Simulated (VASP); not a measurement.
OSZICAR of a VASP run on Cu (fcc):

File OSZICAR:
```
       N       E                     dE             d eps       ncg     rms          rms(c)
DAV:   1     0.426479124900E+02    0.42648E+02   -0.70611E+03  3018   0.261E+03
DAV:   2    -0.432684637261E+01   -0.46975E+02   -0.44839E+02  2971   0.263E+02
DAV:   3    -0.690709001433E+01   -0.25802E+01   -0.25567E+01  3615   0.988E+01
DAV:   4    -0.694264164563E+01   -0.35552E-01   -0.35547E-01  3691   0.111E+01
DAV:   5    -0.694314159836E+01   -0.49995E-03   -0.49995E-03  3754   0.118E+00    0.393E+00
DAV:   6    -0.117341660801E+02   -0.47910E+01   -0.10470E+01  2970   0.564E+01    0.294E+00
DAV:   7    -0.180816590591E+02   -0.63475E+01   -0.24616E+01  3368   0.112E+02    0.103E+01
DAV:   8    -0.116218447900E+02    0.64598E+01   -0.20058E+01  3312   0.962E+01    0.257E+00
DAV:   9    -0.116305363413E+02   -0.86916E-02   -0.84598E-01  3549   0.169E+01    0.109E-01
DAV:  10    -0.116370454667E+02   -0.65091E-02   -0.24156E-02  3185   0.405E+00    0.304E-01
DAV:  11    -0.116384453461E+02   -0.13999E-02   -0.58461E-02  3234   0.572E+00    0.369E-01
DAV:  12    -0.116358326973E+02    0.26126E-02   -0.17795E-02  3184   0.338E+00    0.197E-02
DAV:  13    -0.116358669233E+02   -0.34226E-04   -0.37733E-05  3308   0.111E-01    0.258E-02
DAV:  14    -0.116358651597E+02    0.17637E-05   -0.10427E-04  3458   0.255E-01    0.466E-03
DAV:  15    -0.116358678396E+02   -0.26799E-05   -0.22740E-06  3139   0.344E-02    0.179E-03
DAV:  16    -0.116358684385E+02   -0.59889E-06   -0.63242E-07  2838   0.150E-02    0.268E-03
DAV:  17    -0.116358683678E+02    0.70675E-07   -0.17606E-06  2937   0.339E-02    0.559E-04
DAV:  18    -0.116358685565E+02   -0.18865E-06   -0.14599E-07  1551   0.995E-03    0.337E-04
DAV:  19    -0.116358685546E+02    0.19102E-08   -0.22322E-08  1532   0.377E-03
   1 F= -.11635869E+02 E0= -.11635921E+02  d E =0.156341E-03
```

Task: Which electronic solver shows in the log?

Result: It is blocked Davidson (ALGO = Normal, or the opening steps of other solvers). The INCAR had ALGO = Normal.

Task: Can the final energy be trusted as converged?

Result: The run converged. It stopped with EDIFF = 1E-7, NELM = 100 (TPSS meta-GGA, plane waves, VASP's PBE PAW potentials (set 64)).

The compound is Cu in the fcc structure. It was relaxed first.
